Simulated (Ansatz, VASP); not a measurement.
# Rh16N (Rh(100)): VASP beside Ansatz, part 2 of 2

Aim: how closely do two programs agree when they are given the same cell, functional and k mesh?  Valence electrons are named where the data sets of a main pair hold unlike numbers.

VASP 6.6.1 and Ansatz 0.2.0.

So far: The structure; Ansatz: single point, RPBE.

**3. VASP: single point, RPBE**

Level of this step: RPBE, no spin polarisation; plane waves and PAW (Rh, N) (VASP).

The same cell, functional, mesh and smearing now go to VASP, with its own data sets.

Lines of VASP's logs that name or quote its potential files are left out, and so is its time.

INCAR

```
SYSTEM = Rh16N
PREC = Normal
ENCUT = 440
EDIFF = 1E-06
NELM = 120
ISMEAR = 1
SIGMA = 0.15
LREAL = Auto
ALGO = Fast
GGA = RP
NBANDS = 92
LASPH = .TRUE.
LORBIT = 11
LWAVE = .FALSE.
LCHARG = .FALSE.
KPAR = 2
NCORE = 2
IDIPOL = 3
LDIPOL = .TRUE.
DIPOL = 0.5 0.5 0.512
LVHAR = .TRUE.
LVACPOTAV = .TRUE.
NEDOS = 1500
```

POSCAR

```
Rh16N
1.0
    5.4415035991      0.0000000000      0.0000000000
    0.0000000000      5.4415035991      0.0000000000
    0.0000000000      0.0000000000     20.7715861422
Rh N
16 1
Selective dynamics
Direct
    0.2500000000      0.2500000000      0.3610701600  F F F
    0.7500000000      0.2500000000      0.3610701600  F F F
    0.2500000000      0.7500000000      0.3610701600  F F F
    0.7500000000      0.7500000000      0.3610701600  F F F
    0.0000000000      0.0000000000      0.4536900500  F F F
    0.5000000000      0.0000000000      0.4536900500  F F F
    0.0000000000      0.5000000000      0.4536900500  F F F
    0.5000000000      0.5000000000      0.4536900500  F F F
    0.2500000000      0.2529738186      0.5453653605  T T T
    0.7500000000      0.2455027754      0.5459748106  T T T
    0.2500000000      0.7470261814      0.5453653605  T T T
    0.7500000000      0.7544972246      0.5459748106  T T T
    0.9941953443      0.0000000000      0.6441401318  T T T
    0.5058046557      0.0000000000      0.6441401318  T T T
    0.9964080193      0.5000000000      0.6335657543  T T T
    0.5035919807      0.5000000000      0.6335657543  T T T
    0.2500000000      0.0000000000      0.6997353700  T T T
```

KPOINTS

```
Automatic mesh
0
Gamma
4 4 1
0 0 0
```

PAW data sets: Rh and N (PBE family, release 64).

On the command line:

```sh
$ mpirun -np 4 vasp_std
```

Numbers of over 12 decimals in the logs are rounded to 6 here.

Log:

```text
[banner, memory and clock lines left out]
running    4 mpi-ranks, on    1 nodes
 distrk:  each k-point on    2 cores,    2 groups
 distr:  one band on    2 cores,    1 groups

 POSCAR found type information on POSCAR RhN
 POSCAR found :  2 types and      17 ions
|                                                                             |
|               ----> ADVICE to this user running VASP <----                  |
|                                                                             |
|     You enforced a specific xc type in the INCAR file but a different       |
|     [... a line on the potential file left out ...]
|     I HOPE YOU KNOW WHAT YOU ARE DOING!                                     |
|                                                                             |

 LDA part: xc-table for (Slater+PW92), standard interpolation
 POSCAR, INCAR and KPOINTS ok, starting setup
 FFT: planning ... GRIDC
 FFT: planning ... GRID_SOFT
 FFT: planning ... GRID
 WAVECAR not read
 entering main loop
       N       E                     dE             d eps       ncg     rms          rms(c)
DAV:   1     0.880590573937E+03    0.88059E+03   -0.60890E+04  1656   0.122E+03
DAV:   2    -0.483134032285E+02   -0.92890E+03   -0.87490E+03  1808   0.282E+02
DAV:   3    -0.110067911746E+03   -0.61755E+02   -0.56030E+02  2304   0.638E+01
DAV:   4    -0.113976728657E+03   -0.39088E+01   -0.36786E+01  2208   0.147E+01
DAV:   5    -0.114117288577E+03   -0.14056E+00   -0.13823E+00  2296   0.282E+00    0.383E+01
RMM:   6    -0.109015242499E+03    0.51020E+01   -0.30000E+01  1679   0.182E+01    0.187E+01
RMM:   7    -0.125598994767E+03   -0.16584E+02   -0.30297E+01  1836   0.141E+01    0.369E+01
RMM:   8    -0.137439969844E+03   -0.11841E+02   -0.30084E+01  1979   0.129E+01    0.431E+01
RMM:   9    -0.108852748925E+03    0.28587E+02   -0.92697E+00  1743   0.770E+00    0.162E+01
RMM:  10    -0.107060994226E+03    0.17918E+01   -0.57919E+00  1722   0.730E+00    0.102E+01
RMM:  11    -0.106297394634E+03    0.76360E+00   -0.14883E+00  1780   0.351E+00    0.532E+00
RMM:  12    -0.106046606094E+03    0.25079E+00   -0.64528E-01  1886   0.195E+00    0.245E+00
RMM:  13    -0.106041774572E+03    0.48315E-02   -0.16055E-01  1850   0.104E+00    0.194E+00
RMM:  14    -0.106015690599E+03    0.26084E-01   -0.90173E-02  1825   0.824E-01    0.139E+00
[...]
RMM:  25    -0.105993928731E+03   -0.11572E-03   -0.32601E-05  1788   0.915E-03    0.798E-03
RMM:  26    -0.105994011702E+03   -0.82971E-04   -0.14702E-05  1550   0.613E-03    0.678E-03
RMM:  27    -0.105994093116E+03   -0.81414E-04   -0.44728E-06  1255   0.406E-03    0.588E-03
RMM:  28    -0.105994173932E+03   -0.80816E-04   -0.44375E-06  1198   0.345E-03    0.308E-03
RMM:  29    -0.105994203529E+03   -0.29597E-04   -0.20456E-06  1079   0.238E-03    0.198E-03
RMM:  30    -0.105994210063E+03   -0.65339E-05   -0.64434E-07   773   0.135E-03    0.976E-04
RMM:  31    -0.105994212287E+03   -0.22237E-05   -0.29940E-07   596   0.104E-03    0.567E-04
RMM:  32    -0.105994212879E+03   -0.59199E-06   -0.13990E-07   418   0.847E-04
|                                                                             |
|           W    W    AA    RRRRR   N    N  II  N    N   GGGG   !!!           |
|           W    W   A  A   R    R  NN   N  II  NN   N  G    G  !!!           |
|           W    W  A    A  R    R  N N  N  II  N N  N  G       !!!           |
|           W WW W  AAAAAA  RRRRR   N  N N  II  N  N N  G  GGG   !            |
|           WW  WW  A    A  R   R   N   NN  II  N   NN  G    G                |
|           W    W  A    A  R    R  N    N  II  N    N   GGGG   !!!           |
|                                                                             |
|     Did not find any points to average over, which means that no vacuum     |
|     field-free region was found. Please increase the size of  your cell     |
|     in the dimension of the dipole correction to obtain accurate            |
|     workfunction values.                                                    |
|                                                                             |

   1 F= -.10599421E+03 E0= -.10598910E+03  d E =-.153361E-01
```

OUTCAR, selected parts (step 3):

```text
ion  position               nearest neighbor table
   1  0.250  0.250  0.361-   5 2.72   6 2.72   7 2.72   8 2.72   2 2.72   3 2.72   3 2.72   2 2.72

  LATTYP: Found a simple tetragonal cell.
 ALAT       =     5.4415035991
 C/A-ratio  =     3.8172511998

 Subroutine GETGRP returns: Found  4 space group operations
 (whereof  2 operations were pure point group operations)

The static configuration has the point symmetry C_1h.
 The point group associated with its full space group is C_2v.

 Found      9 irreducible k-points:

   k-points           NKPTS =      9   k-points in BZ     NKDIM =      9   number of bands    NBANDS=     92

   dimension x,y,z NGX =    28 NGY =   28 NGZ =  108
   dimension x,y,z NGXF=    56 NGYF=   56 NGZF=  216

   ENCUT  =  440.0 eV  32.34 Ry    5.69 a.u.   9.31  9.31 35.53*2*pi/ulx,y,z

   NELECT =     149.0000    total number of electrons

 k-points in reciprocal lattice and weights: Automatic mesh
   0.00000000  0.00000000  0.00000000       0.062
   0.25000000  0.00000000  0.00000000       0.125
   0.00000000  0.25000000  0.00000000       0.125
   0.50000000  0.00000000  0.00000000       0.062
   0.00000000  0.50000000  0.00000000       0.062
   0.25000000  0.25000000  0.00000000       0.250
   0.50000000  0.25000000  0.00000000       0.125
  -0.25000000  0.50000000  0.00000000       0.125
   0.50000000  0.50000000  0.00000000       0.062

 dipolmoment           0.000000      0.000000      0.084076 electrons x Angstroem

 average (electrostatic) potential at core
       1 -71.8886       2 -71.8829       3 -71.8886       4 -71.8829       5 -72.5642
       6 -72.5642       7 -72.5868       8 -72.5868       9 -72.5533      10 -72.5674
      11 -72.5533      12 -72.5674      13 -72.5404      14 -72.5404      15 -71.9299
      16 -71.9299      17 -69.1070

 E-fermi :   1.0728

 k-point     1 :       0.0000    0.0000    0.0000
  band No.  band energies     occupation
    ...
     66       0.7932      2.02420
     67       0.8642      2.06425
     68       0.8908      2.07087
     69       0.9750      1.88373
     70       1.0640      1.09907
     71       1.1623      0.16242
     72       1.2973     -0.05557
     73       1.3023     -0.05253
     74       1.3190     -0.04231
     75       1.4267     -0.00423
    ...

 k-point     2 :       0.2500    0.0000    0.0000
  band No.  band energies     occupation
    ...
     70       1.0009      1.71644
     71       1.0121      1.62646
     72       1.0199      1.55710
     73       1.0602      1.14110
     74       1.1136      0.55754
     75       1.1388      0.32861
     76       1.3387     -0.03096
     77       1.3934     -0.00999
     78       1.4439     -0.00259
     79       1.4446     -0.00254
    ...

 k-point     3 :       0.0000    0.2500    0.0000
  band No.  band energies     occupation
    ...
     69       0.9139      2.06040
     70       0.9748      1.88485
     71       0.9912      1.78634
     72       1.0213      1.54473
     73       1.0283      1.47840
     74       1.2023     -0.00922
     75       1.2992     -0.05441
     76       1.3074     -0.04943
     77       1.4034     -0.00782
     78       1.4184     -0.00530
    ...

  Total       -9.0690958     -8.0520619     -3.3393979      0.0000000      0.0000000      0.0000000
  in kB      -23.6247419    -20.9753966     -8.6990385      0.0000000      0.0000000      0.0000000
  external PRESSURE =     -17.7663923 kB  Pullay stress =       0.0000000 kB

  energy-cutoff  :      440.00
  volume of cell :      615.05
      direct lattice vectors                 reciprocal lattice vectors
     5.441503599  0.000000000  0.000000000     0.183772735  0.000000000  0.000000000
     0.000000000  5.441503599  0.000000000     0.000000000  0.183772735  0.000000000
     0.000000000  0.000000000 20.771586142     0.000000000  0.000000000  0.048142688

 POSITION                                       TOTAL-FORCE (eV/Angst)
 -----------------------------------------------------------------------------------
      1.36038      1.36038      7.50000         0.000000      0.000521      0.439893
      4.08113      1.36038      7.50000         0.000000      0.011904      0.451360
      1.36038      4.08113      7.50000         0.000000     -0.000521      0.439893
      4.08113      4.08113      7.50000         0.000000     -0.011904      0.451360
      0.00000      0.00000      9.42386         0.016608      0.000000     -0.307186
      2.72075      0.00000      9.42386        -0.016608      0.000000     -0.307186
      0.00000      2.72075      9.42386        -0.007471      0.000000     -0.648074
      2.72075      2.72075      9.42386         0.007471      0.000000     -0.648074
      1.36038      1.37656     11.32810         0.000000     -0.017686      0.014513
      4.08113      1.33590     11.34076         0.000000     -0.003456      0.017629
      1.36038      4.06495     11.32810         0.000000      0.017686      0.014513
      4.08113      4.10560     11.34076         0.000000      0.003456      0.017629
      5.40992      0.00000     13.37981         0.001504      0.000000      0.028309
      2.75234      0.00000     13.37981        -0.001504      0.000000      0.028309
      5.42196      2.72075     13.16017         0.013877      0.000000      0.006688
      2.74030      2.72075     13.16017        -0.013877      0.000000      0.006688
      1.36038      0.00000     14.53461         0.000000      0.000000     -0.006263
 -----------------------------------------------------------------------------------
    total drift:                                0.000000      0.000000      0.025124

  FREE ENERGIE OF THE ION-ELECTRON SYSTEM (eV)
  ---------------------------------------------------
  free  energy   TOTEN  =      -105.9942128787 eV

  energy  without entropy=     -105.9788767475  energy(sigma->0) =     -105.98910083

 vacuum level on the upper side and lower side of the slab         6.448         5.934

 total charge
# of ion       s       p       d       tot
------------------------------------------
    1        0.445   0.345   7.370   8.160
    2        0.444   0.343   7.374   8.162
    3        0.445   0.345   7.370   8.160
    4        0.444   0.343   7.374   8.162
    5        0.494   0.541   7.321   8.355
    6        0.494   0.541   7.321   8.355
    7        0.488   0.539   7.318   8.345
    8        0.488   0.539   7.318   8.345
    9        0.488   0.536   7.332   8.356
   10        0.501   0.547   7.336   8.383
   11        0.488   0.536   7.332   8.356
   12        0.501   0.547   7.336   8.383
   13        0.509   0.559   7.442   8.511
   14        0.509   0.559   7.442   8.511
   15        0.453   0.365   7.412   8.230
   16        0.453   0.365   7.412   8.230
   17        1.342   2.212   0.000   3.554
--------------------------------------------------
tot          8.986   9.760 117.809 136.554

[... 3 further parts left out ...]
```

This run has no spin polarisation, so a moment on Rh, if there is one, isn't seen. Its electron count is odd, so without a moment it is a metal by construction. The PAW data sets were made with PBE, which is usual practice but a small mismatch for other functionals.

**4. Side by side**

Known differences besides the potentials themselves: the data sets hold 277 valence electrons in Ansatz (on its default PAW (the set named soft_2) files) and 149 in VASP; the cutoff is 420 eV in Ansatz and 440 eV in VASP (PREC = Normal, projectors in real space); Ansatz makes its cores anew for this functional, VASP keeps those of its PBE data sets. Total energies have different zeros and are not compared.

Compared:

| quantity | Ansatz | VASP | difference |
| --- | --- | --- | --- |
| work function, lower of the two faces (eV) | 4.87 | 4.86 | 0.00 |
| work function, higher of the two faces (eV) | 5.37 | 5.38 | 0.00 |

Forces on 10 of the 17 atoms, those with the largest forces and the largest differences (eV/Å; atoms numbered as in POSCAR):

| atom | Ansatz x, y, z | VASP x, y, z |
| --- | --- | --- |
| Rh1 | 0.000, 0.000, 0.397 | 0.000, 0.001, 0.440 |
| Rh2 | 0.000, 0.012, 0.408 | 0.000, 0.012, 0.451 |
| Rh3 | 0.000, 0.000, 0.397 | 0.000, -0.001, 0.440 |
| Rh4 | 0.000, -0.012, 0.408 | 0.000, -0.012, 0.451 |
| Rh6 | -0.019, 0.000, -0.310 | -0.017, 0.000, -0.307 |
| Rh7 | -0.013, 0.000, -0.650 | -0.007, 0.000, -0.648 |
| Rh8 | 0.013, 0.000, -0.650 | 0.007, 0.000, -0.648 |
| Rh13 | 0.128, 0.000, 0.153 | 0.002, 0.000, 0.028 |
| Rh14 | -0.128, 0.000, 0.153 | -0.002, 0.000, 0.028 |
| N17 | 0.000, 0.000, -0.162 | 0.000, 0.000, -0.006 |

The forces differ by 45 meV/Å r.m.s., which is 23.7 % of the r.m.s. force of 0.189 eV/Å (both taken over all components, held atoms included). VASP's log warns that it found no field-free region in the vacuum, so its work functions are uncertain. With vacuum in the cell, a pressure given here is an average over mostly empty space and none of the material.

**5. Further runs**

Further runs change the set-up of one program: Ansatz's method, potentials or start, or VASP's data sets, cutoff or form of LDA. The table gives Ansatz less VASP for each quantity, since a change that brings one quantity closer may part another.

| run | r.m.s. force difference (meV/Å) | work function, lower of the two faces (eV) | work function, higher of the two faces (eV) |
| --- | --- | --- | --- |
| as above | 45 | 0.0044 | -0.0049 |
| cores kept as stored | 46 | 0.0046 | -0.0047 |
| Ansatz's larger PAW set (cutoff 900 eV) | 40 | 0.0043 | -0.0049 |
| norm-conserving potentials (cutoff 1240 eV) | 43 | 0.0048 | 0.0072 |

**6. What came out**

- r.m.s. force difference (single point, RPBE): 45 meV/Å

The r.m.s. force difference is 45 meV/Å (single point, RPBE), beyond the 12 meV/Å picked in this series as the mark of a large difference. The data sets hold unlike numbers of valence electrons (277 in Ansatz and 149 in VASP), so part of the differences comes from the potentials. Single point, RPBE, norm-conserving potentials (cutoff 1240 eV): the difference in work function, higher of the two faces goes from -0.0049 to 0.0072 eV. How closely two codes agree says nothing of how well the functional describes the real material.

[Lines on the potential files, build, host, timing and source positions are cut from VASP's logs without a mark.]

[Logs are printed without paths, hosts, clocks, repeated set-up lines and the standing remarks that a program may print on its own settings, such as how far it seeks lower states.]

[Hosts, paths, dates, database ids (printed as entryN), source tags and the programs' standing remarks are cut or masked in the printed files.]
